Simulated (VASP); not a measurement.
Wanted: the native input for a VASP 6.6.1 run.

```yaml
Task: relaxation of cell and atoms
Functional: PBE
Potentials_or_basis: VASP PAW PBE potentials, release 64 (Ga_d, O)
Cutoff: 600 eV
k_mesh: 7 × 7 × 7
Occupations: gaussian, width 0.05 eV
Spin: no spin polarisation
Further_INCAR_settings: ALGO = Normal; EDIFF = 1e-07; IBRION = 2; EDIFFG = -0.02; NSW = 40; ISIF = 3
```

The structure of Ga4O lies in POSCAR:

```
Ga4O
1.0
   -2.7112981600      2.7112981600      2.7112981600
    2.7112981600     -2.7112981600      2.7112981600
    2.7112981600      2.7112981600     -2.7112981600
Ga O
4 1
Direct
    0.0000000000      0.0000000000      0.5000000000
    0.5000000000      0.0000000000      0.0000000000
    0.5000000000      0.5000000000      0.5000000000
    0.0000000000      0.5000000000      0.0000000000
    0.0000000000      0.0000000000      0.0000000000
```

The cell was built by a generator and needn't be a form met in nature.

These files were run (other wordings do the same):

INCAR

```
  ALGO = Normal
  EDIFF = 1E-7
  EDIFFG = -0.02
  ENCUT = 600
  GGA = PE
  IBRION = 2
  ISIF = 3
  ISMEAR = 0
  LASPH = True
  LCHARG = False
  LREAL = False
  LWAVE = False
  NELM = 60
  NSW = 40
  PREC = Accurate
  SIGMA = 0.05
```

KPOINTS

```
k-points
0
Gamma
  7 7 7
```

Potentials or basis: VASP PAW PBE potentials, release 64 (Ga_d, O).

Run with:

```sh
$ cat potpaw_PBE.64/Ga_d/POTCAR potpaw_PBE.64/O/POTCAR > POTCAR
$ mpirun -np 1 vasp_std > vasp.out
```

It gave:

```yaml
Relaxed_volume: 17.90 Å³/atom
Relaxed_cell: a = 4.881 Å, b = 4.881 Å, c = 4.881 Å, α = 109.47°, β = 109.47°, γ = 109.47°
Space_group_after_relaxing_to_0.05_Å: Im-3m (No. 229)
Energy_gained_by_relaxing: 45.7 meV/atom
Ionic_steps: 2
Pressure_after_relaxing: 0.1 GPa
Band_gap_on_the_k_mesh: none (metal or under the smearing width)
```

It took 94 s on 1 thread of AMD EPYC 9R45 96-Core Processor (Zen 5) (shared host), peak memory 0.24 GiB.
